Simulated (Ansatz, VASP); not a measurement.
**HfN in two plane-wave programs**

Wanted: the spread between two codes on one cell, functional and k mesh.

Main program and level: Ansatz 0.2.0; plane waves, with VASP 6.6.1 beside it; zone-centre phonons at PBEsol.

The database entry behind the starting cell differs from later determinations by our own check (about 0.3 % short), so it need not match the best structure at ambient conditions.

### 1. Set-up

It takes space group Fm-3m (No. 225, cubic). Conventional cell: a = 4.489 Å, b = 4.489 Å, c = 4.489 Å, α = 90.00°, β = 90.00°, γ = 90.00°. Nearest to Hf lie 6 N at 2.24 Å. N has 6 Hf at 2.24 Å nearest. Farther neighbours and most contacts between anions are not listed.

### 2. VASP: zone-centre phonons, PBEsol

Second derivatives magnify differences that forces hide, and they need a tight electronic threshold.

Lines of VASP's logs that name or quote its potential files are left out, and so is its time.

INCAR

```
SYSTEM = HfN
PREC = Accurate
ENCUT = 480
EDIFF = 1E-07
NELM = 120
ISMEAR = 1
SIGMA = 0.2
LREAL = Auto
ALGO = Fast
GGA = PS
NBANDS = 13
LWAVE = .FALSE.
LCHARG = .FALSE.
IBRION = 6
NSW = 1
NFREE = 2
POTIM = 0.015
ISIF = 0
ADDGRID = .TRUE.
```

POSCAR

```
HfN
1.0
    0.0000000000      2.2445209864      2.2445209864
    2.2445209864      0.0000000000      2.2445209864
    2.2445209864      2.2445209864      0.0000000000
Hf N
1 1
Direct
    0.0000000000      0.0000000000      0.0000000000
    0.5000000000      0.5000000000      0.5000000000
```

KPOINTS

```
Automatic mesh
0
Gamma
9 9 9
0 0 0
```

Potentials, in the order of the species: Hf_pv and N (PBE family, release 64).

Command:

```sh
$ mpirun -np 4 vasp_std
```

Numbers of over 12 decimals in the logs are rounded to 6 here.

Log:

```text
[banner, memory and clock lines left out]
running    4 mpi-ranks, on    1 nodes
 distrk:  each k-point on    4 cores,    1 groups
 distr:  one band on    1 cores,    4 groups

 POSCAR found type information on POSCAR HfN
 POSCAR found :  2 types and       2 ions
|                                                                             |
|               ----> ADVICE to this user running VASP <----                  |
|                                                                             |
|     You have a (more or less) 'small supercell' and for smaller cells       |
|     it is recommended to use the reciprocal-space projection scheme!        |
|     The real-space optimization is not efficient for small cells and it     |
|     is also less accurate ...                                               |
|     Therefore, set LREAL=.FALSE. in the INCAR file.                         |
|                                                                             |

|                                                                             |
|               ----> ADVICE to this user running VASP <----                  |
|                                                                             |
|     You enforced a specific xc type in the INCAR file but a different       |
|     [... a line on the potential file left out ...]
|     I HOPE YOU KNOW WHAT YOU ARE DOING!                                     |
|                                                                             |

 LDA part: xc-table for (Slater+PW92), standard interpolation
|                                                                             |
|           W    W    AA    RRRRR   N    N  II  N    N   GGGG   !!!           |
|           W    W   A  A   R    R  NN   N  II  NN   N  G    G  !!!           |
|           W    W  A    A  R    R  N N  N  II  N N  N  G       !!!           |
|           W WW W  AAAAAA  RRRRR   N  N N  II  N  N N  G  GGG   !            |
|           WW  WW  A    A  R   R   N   NN  II  N   NN  G    G                |
|           W    W  A    A  R    R  N    N  II  N    N   GGGG   !!!           |
|                                                                             |
|     The number of bands has been changed from the values supplied in        |
|     The orbitals not found in the WAVECAR file will be initialized with     |
|     random numbers, which is usually adequate. For correlated               |
|     calculations, however, you should redo the groundstate calculation.     |
|     I found NBANDS = 13. Now, NBANDS = 16.                                  |
|                                                                             |

 POSCAR, INCAR and KPOINTS ok, starting setup
 FFT: planning ... GRIDC
 FFT: planning ... GRID_SOFT
 FFT: planning ... GRID
 WAVECAR not read
 entering main loop
       N       E                     dE             d eps       ncg     rms          rms(c)
DAV:   1     0.325012937322E+02    0.32501E+02   -0.72143E+03  1144   0.830E+02
DAV:   2    -0.243117559766E+02   -0.56813E+02   -0.52945E+02  1504   0.209E+02
DAV:   3    -0.257291113383E+02   -0.14174E+01   -0.14153E+01  1248   0.265E+01
DAV:   4    -0.257325240135E+02   -0.34127E-02   -0.34125E-02  1528   0.157E+00
DAV:   5    -0.257325363455E+02   -0.12332E-04   -0.12333E-04  1248   0.798E-02    0.522E+01
RMM:   6    -0.231313567412E+02    0.26012E+01   -0.35325E+00  1120   0.935E+00    0.425E+01
RMM:   7    -0.230276965042E+02    0.10366E+00   -0.22928E-01  1120   0.377E+00    0.246E+01
RMM:   8    -0.230065397443E+02    0.21157E-01   -0.91520E-02  1120   0.195E+00    0.278E+00
RMM:   9    -0.230029905002E+02    0.35492E-02   -0.16919E-02  1120   0.880E-01    0.257E+00
RMM:  10    -0.230022601017E+02    0.73040E-03   -0.11317E-03  1120   0.277E-01    0.381E-01
RMM:  11    -0.230022479421E+02    0.12160E-04   -0.83232E-05  1127   0.603E-02    0.380E-02
RMM:  12    -0.230022486240E+02   -0.68191E-06   -0.10371E-05  1128   0.222E-02    0.846E-02
RMM:  13    -0.230022478458E+02    0.77824E-06   -0.29384E-06  1110   0.104E-02    0.462E-03
RMM:  14    -0.230022479225E+02   -0.76723E-07   -0.43934E-07   894   0.410E-03
   1 F= -.23002248E+02 E0= -.23000882E+02  d E =-.409822E-02
[...]
2 F= -.23000867E+02 E0= -.22999487E+02  d E =-.414120E-02
[...]
3 F= -.23000867E+02 E0= -.22999487E+02  d E =-.414119E-02
[...]
4 F= -.23000892E+02 E0= -.22999512E+02  d E =-.414122E-02
 Finite differences progress:
  Degree of freedom:   2/  2
  Displacement:        1/  2
  Total:               3/  4
 bond charge predicted
       N       E                     dE             d eps       ncg     rms          rms(c)
DAV:   1    -0.230012518965E+02   -0.35985E-03   -0.26561E+00  2408   0.909E+00    0.844E-01
RMM:   2    -0.230012842811E+02   -0.32385E-04   -0.14272E-02  2400   0.792E-01    0.498E-01
RMM:   3    -0.230008879704E+02    0.39631E-03   -0.14292E-03  2400   0.240E-01    0.851E-02
RMM:   4    -0.230008935112E+02   -0.55408E-05   -0.87670E-05  2405   0.722E-02    0.401E-02
RMM:   5    -0.230008921913E+02    0.13199E-05   -0.84578E-06  2415   0.227E-02    0.529E-03
RMM:   6    -0.230008921044E+02    0.86888E-07   -0.11340E-06  2308   0.726E-03    0.308E-03
RMM:   7    -0.230008921061E+02   -0.16416E-08   -0.18991E-07  1882   0.280E-03
   5 F= -.23000892E+02 E0= -.22999512E+02  d E =-.414121E-02
 Finite differences progress:
  Degree of freedom:   2/  2
  Displacement:        2/  2
  Total:               4/  4
```

From OUTCAR (step 2):

```text
ion  position               nearest neighbor table
   1  0.000  0.000  0.000-   2 2.24   2 2.24   2 2.24   2 2.24   2 2.24   2 2.24
   2  0.500  0.500  0.500-   1 2.24   1 2.24   1 2.24   1 2.24   1 2.24   1 2.24

  LATTYP: Found a face centered cubic cell.
 ALAT       =     4.4890419728

 Subroutine GETGRP returns: Found 48 space group operations
 (whereof 48 operations were pure point group operations)

The static configuration has the point symmetry O_h .

 Found     35 irreducible k-points:

   k-points           NKPTS =     35   k-points in BZ     NKDIM =     35   number of bands    NBANDS=     16

   dimension x,y,z NGX =    24 NGY =   24 NGZ =   24
   dimension x,y,z NGXF=    48 NGYF=   48 NGZF=   48

   ENCUT  =  480.0 eV  35.28 Ry    5.94 a.u.   5.67  5.67  5.67*2*pi/ulx,y,z

   NELECT =      15.0000    total number of electrons

 k-points in reciprocal lattice and weights: Automatic mesh
   0.00000000  0.00000000  0.00000000       0.001
   0.11111111  0.00000000  0.00000000       0.011
   0.22222222  0.00000000  0.00000000       0.011
   0.33333333  0.00000000  0.00000000       0.011
   0.44444444  0.00000000  0.00000000       0.011
   0.11111111  0.11111111  0.00000000       0.008
   0.22222222  0.11111111  0.00000000       0.033
   0.33333333  0.11111111  0.00000000       0.033
   0.44444444  0.11111111  0.00000000       0.033
[...]
-0.33333333  0.44444444  0.11111111       0.033
  -0.33333333  0.44444444  0.22222222       0.033

 average (electrostatic) potential at core
       1 -34.2119       2 -61.5126

 E-fermi :   8.3468

 k-point     1 :       0.0000    0.0000    0.0000
  band No.  band energies     occupation
    ...
      6       5.3616      2.00000
      7       5.3621      2.00000
      8       7.9874      2.02909
      9       7.9917      2.03078
     10       7.9917      2.03078
     11      10.3604     -0.00000
     12      10.3654     -0.00000
     13      10.3696     -0.00000
     14      17.9554      0.00000
     15      20.7127      0.00000
    ...

 k-point     2 :       0.1111    0.0000    0.0000
  band No.  band energies     occupation
    ...
      6       4.6878      2.00000
      7       4.6921      2.00000
      8       8.2640      1.63879
      9       8.3973      0.58723
     10       8.3996      0.56963
     11      11.2090     -0.00000
     12      11.2886     -0.00000
     13      11.2963     -0.00000
     14      18.9170      0.00000
     15      20.7120      0.00000
    ...

 k-point     3 :       0.2222    0.0000    0.0000
  band No.  band energies     occupation
    ...
      3     -22.6550      2.00000
      4      -8.1119      2.00000
      5       2.3343      2.00000
      6       3.5493      2.00000
      7       3.5510      2.00000
      8       8.7585     -0.01317
      9       9.4016     -0.00000
     10       9.4017     -0.00000
     11      12.8447      0.00000
     12      13.2854      0.00000
    ...

  energy-cutoff  :      480.00
  volume of cell :       22.62
      direct lattice vectors                 reciprocal lattice vectors
     0.000000000  2.244520986  2.244520986    -0.222764680  0.222764680  0.222764680
     2.244520986  0.000000000  2.244520986     0.222764680 -0.222764680  0.222764680
     2.244520986  2.244520986  0.000000000     0.222764680  0.222764680 -0.222764680

 POSITION                                       TOTAL-FORCE (eV/Angst)
 -----------------------------------------------------------------------------------
      0.00000      0.00000      0.00000        -0.181988      0.000000      0.000000
      2.22952      2.24452      2.24452         0.181988      0.000000      0.000000
 -----------------------------------------------------------------------------------
    total drift:                               -0.000705     -0.000000     -0.000000

  FREE ENERGIE OF THE ION-ELECTRON SYSTEM (eV)
  ---------------------------------------------------
  free  energy   TOTEN  =       -23.0008921061 eV

  energy  without entropy=      -22.9967508937  energy(sigma->0) =      -22.99951170

 Eigenvectors and eigenvalues of the dynamical matrix
 ----------------------------------------------------

   1 f  =   15.112207 THz    94.952795 2PiTHz  504.088954 cm-1    62.499037 meV
             X         Y         Z           dx          dy          dz
      0.000000  0.000000  0.000000     0.000000    0.000000   -0.269751
      2.244521  2.244521  2.244521     0.000000    0.000000    0.962930

   2 f  =   15.112207 THz    94.952795 2PiTHz  504.088954 cm-1    62.499037 meV
             X         Y         Z           dx          dy          dz
      0.000000  0.000000  0.000000     0.042485    0.266385    0.000000
      2.244521  2.244521  2.244521    -0.151658   -0.950912    0.000000

   3 f  =   15.112207 THz    94.952795 2PiTHz  504.088954 cm-1    62.499037 meV
             X         Y         Z           dx          dy          dz
      0.000000  0.000000  0.000000     0.266385   -0.042485   -0.000000
      2.244521  2.244521  2.244521    -0.950912    0.151658   -0.000000

   4 f/i=    0.000871 THz     0.005473 2PiTHz    0.029057 cm-1     0.003603 meV
             X         Y         Z           dx          dy          dz
      0.000000  0.000000  0.000000    -0.014215   -0.958250    0.093751
      2.244521  2.244521  2.244521    -0.003982   -0.268440    0.026263

   5 f/i=    0.000871 THz     0.005473 2PiTHz    0.029057 cm-1     0.003603 meV
             X         Y         Z           dx          dy          dz
      0.000000  0.000000  0.000000     0.962825   -0.014144    0.001425
      2.244521  2.244521  2.244521     0.269722   -0.003962    0.000399

   6 f/i=    0.000871 THz     0.005473 2PiTHz    0.029057 cm-1     0.003603 meV
             X         Y         Z           dx          dy          dz
      0.000000  0.000000  0.000000     0.000041   -0.093762   -0.958354
      2.244521  2.244521  2.244521     0.000012   -0.026266   -0.268470

 ELASTIC MODULI CONTR FROM IONIC RELAXATION (kBar)
 Direction    XX          YY          ZZ          XY          YZ          ZX
 --------------------------------------------------------------------------------
 XX           0.0000      0.0000      0.0000      0.0000      0.0000      0.0000
 YY           0.0000      0.0000      0.0000      0.0000      0.0000      0.0000
 ZZ           0.0000      0.0000      0.0000      0.0000      0.0000      0.0000
 XY           0.0000      0.0000      0.0000      0.0000      0.0000      0.0000
 YZ           0.0000      0.0000      0.0000      0.0000      0.0000      0.0000
 ZX           0.0000      0.0000      0.0000      0.0000      0.0000      0.0000
 --------------------------------------------------------------------------------

[... 3 further parts left out ...]
```

The last energy, forces, stress and levels in OUTCAR belong to the last displaced cell, not to the cell of POSCAR. Harder data sets than Hf_pv exist (the GW ones), and pressures, volumes and forces can shift noticeably with them.

[end of part 1 of 2]

[Lines on the potential files, build, host, timing and source positions are cut from VASP's logs without a mark.]

[Logs are printed without paths, hosts, clocks, repeated set-up lines and the standing remarks that a program may print on its own settings, such as how far it seeks lower states.]

[Hosts, paths, dates, database ids (printed as entryN), source tags and the programs' standing remarks are cut or masked in the printed files.]
